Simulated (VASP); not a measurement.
# YB6 with r2SCAN + rVV10: from relaxation to properties, part 2 of 9

What structure does YB6 take at this level, and what are its properties? The start is a cell from a database of measured crystal structures.

VASP 6.6.1; r2SCAN with rVV10; plane waves and PAW (Y_sv, B).

So far: Set-up; Relaxing cell and atoms (r2SCAN + rVV10).

The database entry behind the starting cell differs from later determinations by our own check (about 0.3 % long, ideal inner coordinate), so it need not match the best structure at ambient conditions.

## (2) Relaxing cell and atoms (r2SCAN + rVV10) (continued)

OUTCAR, selected parts (step 2):

```text
ion  position               nearest neighbor table
   1  0.000  0.000  0.000-   2 3.03   3 3.03   4 3.03   5 3.03   6 3.03   7 3.03   2 3.03   3 3.03
                             4 3.03   5 3.03   2 3.03   4 3.03   6 3.03   7 3.03   2 3.03   4 3.03
   2  0.207  0.500  0.500-   4 1.70   3 1.70   5 1.70   6 1.70   7 1.70   1 3.03   1 3.03   1 3.03
                             1 3.03
   3  0.500  0.207  0.500-   5 1.70   4 1.70   2 1.70   6 1.70   7 1.70   1 3.03   1 3.03   1 3.03
                             1 3.03
   4  0.793  0.500  0.500-   2 1.70   3 1.70   5 1.70   6 1.70   7 1.70   1 3.03   1 3.03   1 3.03
                             1 3.03
   5  0.500  0.793  0.500-   3 1.70   2 1.70   4 1.70   6 1.70   7 1.70   1 3.03   1 3.03   1 3.03
                             1 3.03
   6  0.500  0.500  0.207-   7 1.70   3 1.70   4 1.70   5 1.70   2 1.70   1 3.03   1 3.03   1 3.03
                             1 3.03
   7  0.500  0.500  0.793-   6 1.70   3 1.70   4 1.70   5 1.70   2 1.70   1 3.03   1 3.03   1 3.03
                             1 3.03

  LATTYP: Found a simple cubic cell.
 ALAT       =     4.1130000000

 Subroutine GETGRP returns: Found 48 space group operations
 (whereof 48 operations were pure point group operations)

The static configuration has the point symmetry O_h .

 Found     20 irreducible k-points:

   k-points           NKPTS =     20   k-points in BZ     NKDIM =     20   number of bands    NBANDS=     21

   dimension x,y,z NGX =    28 NGY =   28 NGZ =   28
   dimension x,y,z NGXF=    56 NGYF=   56 NGZF=   56

   ENCUT  =  420.0 eV  30.87 Ry    5.56 a.u.   6.87  6.87  6.87*2*pi/ulx,y,z

   NELECT =      29.0000    total number of electrons

 k-points in reciprocal lattice and weights: Automatic mesh
   0.00000000  0.00000000  0.00000000       0.003
   0.14285714  0.00000000  0.00000000       0.017
   0.28571429  0.00000000  0.00000000       0.017
   0.42857143  0.00000000  0.00000000       0.017
   0.14285714  0.14285714  0.00000000       0.035
   0.28571429  0.14285714  0.00000000       0.070
   0.42857143  0.14285714  0.00000000       0.070
   0.28571429  0.28571429  0.00000000       0.035
   0.42857143  0.28571429  0.00000000       0.070
[...]
0.42857143  0.42857143  0.28571429       0.070
   0.42857143  0.42857143  0.42857143       0.023

 average (electrostatic) potential at core
       1 -39.9578       2 -27.3766       3 -27.3766       4 -27.3766       5 -27.3766
       6 -27.3766       7 -27.3766

 E-fermi :   6.8397

 k-point     1 :       0.0000    0.0000    0.0000
  band No.  band energies     occupation
    ...
     10      -0.9545      2.00000
     11      -0.9545      2.00000
     12       4.6234      2.00000
     13       4.6234      2.00000
     14       4.6234      2.00000
     15       7.8159      0.00000
     16       7.8159      0.00000
     17       7.8159      0.00000
     18       7.8567      0.00000
     19       7.8567      0.00000
    ...

 k-point     2 :       0.1429    0.0000    0.0000
  band No.  band energies     occupation
    ...
     11       0.1769      2.00000
     12       4.0373      2.00000
     13       4.0373      2.00000
     14       4.7227      2.00000
     15       6.2146      2.00000
     16       8.0471      0.00000
     17       8.5100      0.00000
     18       8.5100      0.00000
     19       9.5874      0.00000
     20       9.6846      0.00000
    ...

 k-point     3 :       0.2857    0.0000    0.0000
  band No.  band energies     occupation
    ...
     11       1.7846      2.00000
     12       3.1439      2.00000
     13       3.1439      2.00000
     14       4.9171      2.00000
     15       4.9798      2.00000
     16       8.4532      0.00000
     17       8.4532      0.00000
     18       8.5351      0.00000
     19       9.0399      0.00000
     20      10.2181      0.00000
    ...

  Total        0.0041056      0.0041056      0.0041056      0.0000000     -0.0000000      0.0000000
  in kB        0.0963171      0.0963171      0.0963171      0.0000000     -0.0000000      0.0000000
  external PRESSURE =       0.0963171 kB  Pullay stress =       0.0000000 kB

  energy-cutoff  :      420.00
  volume of cell :       68.29
      direct lattice vectors                 reciprocal lattice vectors
     4.087529339  0.000000000  0.000000000     0.244646562 -0.000000000  0.000000000
     0.000000000  4.087529339  0.000000000    -0.000000000  0.244646562  0.000000000
    -0.000000000 -0.000000000  4.087529339    -0.000000000 -0.000000000  0.244646562

 POSITION                                       TOTAL-FORCE (eV/Angst)
 -----------------------------------------------------------------------------------
      0.00000      0.00000      0.00000        -0.000000     -0.000000      0.000000
      0.81274      2.04376      2.04376        -0.000146     -0.000000     -0.000000
      2.04376      0.81274      2.04376        -0.000000     -0.000146     -0.000000
      3.27479      2.04376      2.04376         0.000146      0.000000      0.000000
      2.04376      3.27479      2.04376         0.000000      0.000146      0.000000
      2.04376      2.04376      0.81274         0.000000      0.000000     -0.000146
      2.04376      2.04376      3.27479        -0.000000     -0.000000      0.000146
 -----------------------------------------------------------------------------------
    total drift:                                0.000000     -0.000000      0.000000

  FREE ENERGIE OF THE ION-ELECTRON SYSTEM (eV)
  ---------------------------------------------------
  free  energy   TOTEN  =       -67.2187918297 eV

  energy  without entropy=      -67.2142592852  energy(sigma->0) =      -67.21652556

 reached required accuracy - stopping structural energy minimisation

 total charge
# of ion       s       p       d       f       tot
--------------------------------------------------
    1        2.095   6.181   0.856   0.056   9.188
    2        0.716   1.401   0.000   0.000   2.118
    3        0.716   1.401   0.000   0.000   2.118
    4        0.716   1.401   0.000   0.000   2.118
    5        0.716   1.401   0.000   0.000   2.118
    6        0.716   1.401   0.000   0.000   2.118
    7        0.716   1.401   0.000   0.000   2.118
--------------------------------------------------
tot          6.393  14.587   0.856   0.056  21.893

[... 3 further parts left out ...]
```

CONTCAR:

```
YB6
   1.00000000000000
     4.0875293394184746    0.0000000000000000    0.0000000000000000
     0.0000000000000000    4.0875293394184746    0.0000000000000000
    -0.0000000000000000   -0.0000000000000000    4.0875293394184746
  Y               B
     1     6
Direct
     0.0000000000000000    0.0000000000000000    0.0000000000000000
     0.1988345399955428    0.5000000000000000    0.5000000000000000
     0.5000000000000000    0.1988345399955428    0.5000000000000000
     0.8011654600044573    0.5000000000000000    0.5000000000000000
     0.5000000000000000    0.8011654600044573    0.5000000000000000
     0.5000000000000000    0.5000000000000000    0.1988345399955428
     0.5000000000000000    0.5000000000000000    0.8011654600044573
```

This run has no spin polarisation. Its electron count is odd, so without a moment it is a metal by construction. The PAW data sets were made with PBE, which is usual practice but a small mismatch for other functionals. The run keeps the 48 symmetry operations of its start, so it cannot find a distortion of lower symmetry.

Step by step:

```csv
step,energy less that of the first step (eV),largest force (eV/Å),pressure (GPa),volume (Å³)
1,0.0000,2.2686,-0.46,69.58
2,1.0698,5.9562,-0.68,69.29
3,-0.2240,0.0764,-3.09,69.49
4,-0.2242,0.0071,-3.03,69.49
5,-0.2341,0.0571,1.10,67.87
6,-0.2356,0.0426,-0.04,68.30
7,-0.2354,0.0829,0.10,68.28
8,-0.2357,0.0001,0.01,68.29
```

```csv
"conventional cell, symmetrised",before,after,change
a (Å),4.113,4.088,-0.6 %
b (Å),4.113,4.088,-0.6 %
c (Å),4.113,4.088,-0.6 %
volume (Å³/atom),9.94,9.76,-1.8 %
```

The atoms that moved most (Å, as changes of fractional coordinates times the final cell):

```csv
atom,dx,dy,dz,length
B2,-0.033,0.000,0.000,0.033
B3,0.000,-0.033,0.000,0.033
B6,0.000,0.000,-0.033,0.033
B4,0.033,0.000,0.000,0.033
B7,0.000,0.000,0.033,0.033
B5,0.000,0.033,0.000,0.033
```

The relaxed structure:

```cif
data_structure
_symmetry_space_group_name_H-M 'P 1'
_symmetry_Int_Tables_number 1
_cell_length_a 4.0875
_cell_length_b 4.0875
_cell_length_c 4.0875
_cell_angle_alpha 90.000
_cell_angle_beta 90.000
_cell_angle_gamma 90.000
_cell_volume 68.29
loop_
_atom_site_label
_atom_site_type_symbol
_atom_site_fract_x
_atom_site_fract_y
_atom_site_fract_z
_atom_site_occupancy
Y1 Y 0.00000 0.00000 0.00000 1
B2 B 0.19883 0.50000 0.50000 1
B3 B 0.50000 0.19883 0.50000 1
B4 B 0.80117 0.50000 0.50000 1
B5 B 0.50000 0.80117 0.50000 1
B6 B 0.50000 0.50000 0.19883 1
B7 B 0.50000 0.50000 0.80117 1
```

Numbers from this step:

* electrons: 29
* bands: 21
* irreducible k-points: 20
* symmetry operations: 48
* free energy (TOTEN): -67.2188 eV
* energy at zero smearing: -67.2165 eV
* Fermi energy: 6.840 eV
* pressure: 0.009632 GPa
* metallic: yes
* SCF cycles over all ionic steps: 60

It ends with forces under 0.001 eV/Å and a pressure of 0.01 GPa. The volume lies -1.8 % from that of the database's start, which holds the thermal and zero-point expansion of its experiment.

## (3) Second relaxation

The basis stayed that of the start cell while the cell moved. A rerun from the cell reached resets it; the error of the finite cutoff stays.

File INCAR:

```
SYSTEM = YB6
PREC = Accurate
ENCUT = 420
EDIFF = 1E-06
NELM = 100
ISMEAR = 0
SIGMA = 0.05
LREAL = .FALSE.
ALGO = Normal
METAGGA = R2SCAN
LUSE_VDW = .TRUE.
IVDW_NL = 2
BPARAM = 11.95
CPARAM = 0.0093
LASPH = .TRUE.
NBANDS = 21
LORBIT = 11
LWAVE = .FALSE.
LCHARG = .FALSE.
KPAR = 4
IBRION = 2
NSW = 60
ISIF = 3
EDIFFG = -0.01
```

File POSCAR:

```
YB6
1.0
    4.0875293394      0.0000000000      0.0000000000
    0.0000000000      4.0875293394      0.0000000000
    0.0000000000      0.0000000000      4.0875293394
Y B
1 6
Direct
    0.0000000000      0.0000000000      0.0000000000
    0.1988345400      0.5000000000      0.5000000000
    0.5000000000      0.1988345400      0.5000000000
    0.8011654600      0.5000000000      0.5000000000
    0.5000000000      0.8011654600      0.5000000000
    0.5000000000      0.5000000000      0.1988345400
    0.5000000000      0.5000000000      0.8011654600
```

File KPOINTS:

```
Automatic mesh
0
Gamma
7 7 7
0 0 0
```

Potentials, in the order of the species: Y_sv and B (PBE family, release 64).

On the command line:

```sh
> mpirun -np 4 vasp_std
```

Output:

```text
[banner, memory and clock lines left out]
running    4 mpi-ranks, on    1 nodes
 distrk:  each k-point on    1 cores,    4 groups
 distr:  one band on    1 cores,    1 groups

 POSCAR found type information on POSCAR Y B
 POSCAR found :  2 types and       7 ions
 [... a notice as in an earlier step ...]

 [... a notice as in an earlier step ...]

 LDA part: xc-table for (None), standard interpolation
 POSCAR, INCAR and KPOINTS ok, starting setup
 FFT: planning ... GRIDC
 FFT: planning ... GRID_SOFT
 FFT: planning ... GRID
 WAVECAR not read
 entering main loop
       N       E                     dE             d eps       ncg     rms          rms(c)
Total rVV10 correction in eV:      0.2958684    29.9215336
Total rVV10 correction in eV:      0.2958684    29.9215336
Total rVV10 correction in eV:      0.2958684    29.9215336
Total rVV10 correction in eV:      0.2958684    29.9215336
DAV:   1     0.562466266120E+02    0.56247E+02   -0.12682E+04   840   0.112E+03
DAV:   2    -0.755626045396E+02   -0.13181E+03   -0.12748E+03  1107   0.243E+02
DAV:   3    -0.801352109217E+02   -0.45726E+01   -0.44284E+01  1296   0.393E+01
DAV:   4    -0.802031094869E+02   -0.67899E-01   -0.67583E-01  1155   0.447E+00
DAV:   5    -0.802048798036E+02   -0.17703E-02   -0.17699E-02  1193   0.591E-01    0.157E+01
Total rVV10 correction in eV:      0.3260229    29.9215335
Total rVV10 correction in eV:      0.3260229    29.9215335
Total rVV10 correction in eV:      0.3260229    29.9215335
Total rVV10 correction in eV:      0.3260229    29.9215335
DAV:   6    -0.680674857357E+02    0.12137E+02   -0.10417E+01  1110   0.220E+01    0.126E+01
Total rVV10 correction in eV:      0.3518920    29.9215335
Total rVV10 correction in eV:      0.3518920    29.9215335
Total rVV10 correction in eV:      0.3518920    29.9215335
Total rVV10 correction in eV:      0.3518920    29.9215335
DAV:   7    -0.672169001399E+02    0.85059E+00   -0.68162E+00  1177   0.133E+01    0.109E+01
Total rVV10 correction in eV:      0.3475582    29.9215335
Total rVV10 correction in eV:      0.3475582    29.9215335
Total rVV10 correction in eV:      0.3475582    29.9215335
Total rVV10 correction in eV:      0.3475582    29.9215335
DAV:   8    -0.673525421652E+02   -0.13564E+00   -0.16465E+00  1043   0.665E+00    0.216E+00
Total rVV10 correction in eV:      0.3574418    29.9215335
Total rVV10 correction in eV:      0.3574418    29.9215335
Total rVV10 correction in eV:      0.3574418    29.9215335
Total rVV10 correction in eV:      0.3574418    29.9215335
DAV:   9    -0.672195829556E+02    0.13296E+00   -0.55306E-01  1056   0.372E+00    0.441E-01
Total rVV10 correction in eV:      0.3558639    29.9215335
Total rVV10 correction in eV:      0.3558639    29.9215335
Total rVV10 correction in eV:      0.3558639    29.9215335
Total rVV10 correction in eV:      0.3558639    29.9215335
DAV:  10    -0.672183137720E+02    0.12692E-02   -0.32114E-02  1099   0.103E+00    0.628E-01
Total rVV10 correction in eV:      0.3556765    29.9215335
Total rVV10 correction in eV:      0.3556765    29.9215335
Total rVV10 correction in eV:      0.3556765    29.9215335
Total rVV10 correction in eV:      0.3556765    29.9215335
DAV:  11    -0.672184553445E+02   -0.14157E-03   -0.14475E-03  1146   0.232E-01    0.160E-01
Total rVV10 correction in eV:      0.3557396    29.9215335
Total rVV10 correction in eV:      0.3557396    29.9215335
Total rVV10 correction in eV:      0.3557396    29.9215335
Total rVV10 correction in eV:      0.3557396    29.9215335
DAV:  12    -0.672184246293E+02    0.30715E-04   -0.25272E-04  1099   0.919E-02    0.254E-02
Total rVV10 correction in eV:      0.3557588    29.9215335
Total rVV10 correction in eV:      0.3557588    29.9215335
Total rVV10 correction in eV:      0.3557588    29.9215335
Total rVV10 correction in eV:      0.3557588    29.9215335
DAV:  13    -0.672184234211E+02    0.12082E-05   -0.33944E-05  1133   0.390E-02    0.960E-03
Total rVV10 correction in eV:      0.3557675    29.9215335
Total rVV10 correction in eV:      0.3557675    29.9215335
Total rVV10 correction in eV:      0.3557675    29.9215335
Total rVV10 correction in eV:      0.3557675    29.9215335
DAV:  14    -0.672184233848E+02    0.36354E-07   -0.14461E-06   771   0.749E-03
Total rVV10 correction in eV:      0.3557722    29.9215335
Total rVV10 correction in eV:      0.3557722    29.9215335
Total rVV10 correction in eV:      0.3557722    29.9215335
Total rVV10 correction in eV:      0.3557722    29.9215335
Total rVV10 correction in eV:      0.3557732    29.9215335
Total rVV10 correction in eV:      0.3557732    29.9215335
Total rVV10 correction in eV:      0.3557732    29.9215335
Total rVV10 correction in eV:      0.3557732    29.9215335
   1 F= -.67218423E+02 E0= -.67216157E+02  d E =-.672184E+02
 curvature:   0.00 expect dE= 0.000E+00 dE for cont linesearch  0.000E+00
 trial: gam= 0.00000 g(F)=  0.316E-09 g(S)=  0.749E-06 ort = 0.000E+00 (trialstep = 0.100E+01)
 search vector abs. value=  0.749E-06
 reached required accuracy - stopping structural energy minimisation
```

It took 51 s on 4 MPI ranks of AMD EPYC 7R43, shared host; peak memory 0.94 GiB.

OUTCAR, selected parts (step 3):

```text
  LATTYP: Found a simple cubic cell.
 ALAT       =     4.0875293394

The static configuration has the point symmetry O_h .

 Found     20 irreducible k-points:

   ENCUT  =  420.0 eV  30.87 Ry    5.56 a.u.   6.83  6.83  6.83*2*pi/ulx,y,z

   NELECT =      29.0000    total number of electrons

 E-fermi :   6.8396

 k-point     1 :       0.0000    0.0000    0.0000
  band No.  band energies     occupation
    ...
     10      -0.9543      2.00000
     11      -0.9543      2.00000
     12       4.6234      2.00000
     13       4.6234      2.00000
     14       4.6234      2.00000
     15       7.8160      0.00000
     16       7.8160      0.00000
     17       7.8160      0.00000
     18       7.8566      0.00000
     19       7.8566      0.00000
    ...

 k-point     2 :       0.1429    0.0000    0.0000
  band No.  band energies     occupation
    ...
     11       0.1771      2.00000
     12       4.0373      2.00000
     13       4.0373      2.00000
     14       4.7227      2.00000
     15       6.2146      2.00000
     16       8.0470      0.00000
     17       8.5101      0.00000
     18       8.5101      0.00000
     19       9.5874      0.00000
     20       9.6844      0.00000
    ...

  Total        0.0060178      0.0060178      0.0060178      0.0000000     -0.0000000     -0.0000000
  in kB        0.1411787      0.1411787      0.1411787      0.0000000     -0.0000000     -0.0000000
  external PRESSURE =       0.1411787 kB  Pullay stress =       0.0000000 kB

  energy-cutoff  :      420.00
  volume of cell :       68.29
      direct lattice vectors                 reciprocal lattice vectors
     4.087529339  0.000000000  0.000000000     0.244646562  0.000000000  0.000000000
     0.000000000  4.087529339  0.000000000     0.000000000  0.244646562  0.000000000
     0.000000000  0.000000000  4.087529339     0.000000000  0.000000000  0.244646562

 POSITION                                       TOTAL-FORCE (eV/Angst)
 -----------------------------------------------------------------------------------
      0.00000      0.00000      0.00000         0.000000      0.000000      0.000000
      0.81274      2.04376      2.04376         0.000033      0.000000      0.000000
      2.04376      0.81274      2.04376         0.000000      0.000033      0.000000
      3.27479      2.04376      2.04376        -0.000033     -0.000000     -0.000000
      2.04376      3.27479      2.04376         0.000000     -0.000033     -0.000000
      2.04376      2.04376      0.81274        -0.000000      0.000000      0.000033
      2.04376      2.04376      3.27479         0.000000     -0.000000     -0.000033
 -----------------------------------------------------------------------------------
    total drift:                               -0.000000      0.000000      0.000000

  FREE ENERGIE OF THE ION-ELECTRON SYSTEM (eV)
  ---------------------------------------------------
  free  energy   TOTEN  =       -67.2184233848 eV

  energy  without entropy=      -67.2138908141  energy(sigma->0) =      -67.21615710

 total charge
# of ion       s       p       d       f       tot
--------------------------------------------------
    1        2.095   6.181   0.856   0.056   9.188
    2        0.717   1.401   0.000   0.000   2.118
    3        0.717   1.401   0.000   0.000   2.118
    4        0.717   1.401   0.000   0.000   2.118
    5        0.717   1.401   0.000   0.000   2.118
    6        0.717   1.401   0.000   0.000   2.118
    7        0.717   1.401   0.000   0.000   2.118
--------------------------------------------------
tot          6.394  14.587   0.856   0.056  21.893

[... 5 parts as in an earlier step ...]

[... 6 further parts left out ...]
```

CONTCAR:

```
YB6
   1.00000000000000
     4.0875293393999996    0.0000000000000000    0.0000000000000000
     0.0000000000000000    4.0875293393999996    0.0000000000000000
     0.0000000000000000    0.0000000000000000    4.0875293393999996
  Y               B
     1     6
Direct
     0.0000000000000000    0.0000000000000000    0.0000000000000000
     0.1988345400000000    0.5000000000000000    0.5000000000000000
     0.5000000000000000    0.1988345400000000    0.5000000000000000
     0.8011654600000000    0.5000000000000000    0.5000000000000000
     0.5000000000000000    0.8011654600000000    0.5000000000000000
     0.5000000000000000    0.5000000000000000    0.1988345400000000
     0.5000000000000000    0.5000000000000000    0.8011654600000000
```

Little changed from the start: no atom moved by 0.005 Å and no cell edge by 0.1 %.

This step gave:

| Item | Value |
| --- | --- |
| free energy (TOTEN) | -67.2184 eV |
| energy at zero smearing | -67.2162 eV |
| pressure | 0.01412 GPa |
| SCF cycles over all ionic steps | 14 |

It ends with forces under 0.001 eV/Å and a pressure of 0.01 GPa. The volume moved by under 0.01 %: the run met its threshold at the first step.

(Continued in part 3 of 9.)

[Lines on the potential files, build, host, timing and source positions are cut from VASP's logs without a mark.]

[Logs are printed without paths, hosts, clocks, repeated set-up lines and the standing remarks that a program may print on its own settings, such as how far it seeks lower states.]

[Hosts, paths, dates, database ids (printed as entryN), source tags and the programs' standing remarks are cut or masked in the printed files.]

[A measured line is paired with the nearest computed mode of its activity, which favours agreement.]
